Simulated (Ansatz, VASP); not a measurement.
LiCuSn2: VASP beside Ansatz

The input INCAR:

```
SYSTEM = LiCuSn2
PREC = Accurate
ENCUT = 520
EDIFF = 1E-7
ISMEAR = 0
SIGMA = 0.1
LREAL = .False.
LASPH = .True.
NELM = 100
ALGO = Normal
ISIF = 2
LWAVE = .False.
LCHARG = .False.
GGA = PE
NBANDS = 29
```

File KPOINTS:

```
Automatic mesh
0
Gamma
  6 6 4
  0 0 0
```

File POSCAR:

```
LiCuSn2
1.0
    4.1650795985      0.0000000000      0.0000000000
   -2.0825397992      3.6070647411      0.0000000000
    0.0000000000      0.0000000000      5.0557486989
Li Cu Sn
1 1 2
Direct
    0.0000000000      0.0000000000      0.5000000000
    0.0000000000      0.0000000000      0.0000000000
    0.3333333333      0.6666666667      0.2500000000
    0.6666666667      0.3333333333      0.7500000000
```

Input for Ansatz:

```yaml
crystal:
  lattice:
    - [4.1650795985, 0.0, 0.0]
    - [-2.0825397992, 3.6070647411, 0.0]
    - [0.0, 0.0, 5.0557486989]
  atoms:
    - { symbol: Li, position: [0.0, 0.0, 0.5] }
    - { symbol: Cu, position: [0.0, 0.0, 0.0] }
    - { symbol: Sn, position: [0.3333333333, 0.6666666667, 0.25] }
    - { symbol: Sn, position: [0.6666666667, 0.3333333333, 0.75] }
basis:
  ecutwfc: 420
kpoints:
  mp_grid: { grid: [6, 6, 4] }
hamiltonian:
  xc: pbe
scf:
  occupations: { method: gaussian, width: 0.1 }
output:
  forces: true
  stress: true
  eigenvalues: true
```

The cell comes from a database or a generator and needn't be the stable form of this composition.

Alike in both runs: task single point; functional PBE; k mesh 6 × 6 × 4; occupations gaussian, width 0.1 eV; no spin polarisation.

```csv
,VASP,Ansatz
version,VASP 6.6.1,Ansatz 0.2.0
potentials or method,"VASP PAW PBE potentials, release 64 (Li_sv, Cu, Sn_d)","scalar-relativistic, plane waves, PAW"
plane-wave cutoff (eV),520,420
valence electrons in the cell,42,50
```

|  | VASP | Ansatz | Ansatz less VASP |
| --- | --- | --- | --- |
| gap on the k mesh at the Fermi level (eV) | none | none | - |
| rms of the force components (eV/Å) | 0.200 | 0.208 | +0.0080 |

Atom by atom the forces differ by 0.008 eV/Å (rms over components). A gap of «none» marks a metal or a gap that the smearing closes. The two sets of potentials don't hold the same shells in valence.
